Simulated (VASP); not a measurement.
Write the native input for VASP 6.6.1 that does the following.

```yaml
Task: single point
Functional: PBE
Potentials_or_basis: VASP PAW PBE potentials, release 64 (La, Cs_sv, Mg)
Cutoff: 520 eV
k_mesh: 6 × 4 × 4
Occupations: fermi-dirac, width 0.05 eV
Spin: no spin polarisation
Further_INCAR_settings: ALGO = Normal; EDIFF = 1e-07; NBANDS = 26
```

The structure of CsLaMg6 lies in POSCAR:

```
CsLaMg6
1.0
    5.0007020000      0.0000000000      0.0000000000
    0.0000000000      3.9249280000      6.6444670000
    0.0000000000     -3.9249280000      6.6444670000
La Cs Mg
1 1 6
Direct
    0.5000000000      0.8873460000      0.8873460000
    0.5000000000      0.2875670000      0.2875670000
    0.0000000000      0.0765400000      0.0765400000
    0.0000000000      0.6892150000      0.6892150000
    0.0000000000      0.6560840000      0.2532830000
    0.0000000000      0.2532830000      0.6560840000
    0.5000000000      0.7794380000      0.3890470000
    0.5000000000      0.3890470000      0.7794380000
```

The cell comes from a database or a generator and needn't be the stable form of this composition.

One way to write it, as run:

INCAR

```
PREC = Accurate
ENCUT = 520
EDIFF = 1E-7
ISMEAR = -1
SIGMA = 0.05
LREAL = F
LASPH = T
NELM = 60
ALGO = Normal
ISIF = 2
LWAVE = F
LCHARG = F
GGA = PE
NBANDS = 26
```

KPOINTS

```
Automatic mesh
0
Gamma
  6 4 4
```

Potentials or basis: VASP PAW PBE potentials, release 64 (La, Cs_sv, Mg).

Run with:

```sh
$ cat potpaw_PBE.64/La/POTCAR potpaw_PBE.64/Cs_sv/POTCAR potpaw_PBE.64/Mg/POTCAR > POTCAR
$ mpirun -np 1 vasp_std > vasp.out
```

Results of the run:

```
Pressure               : -0.1 GPa
Largest force          : 0.116 eV/Å
Band gap on the k mesh : none (metal or under the smearing width)
```

Run time: 3.1 min on 1 thread of Intel(R) Xeon(R) Platinum 8488C (Sapphire Rapids), on a shared host, peak memory 0.53 GiB.
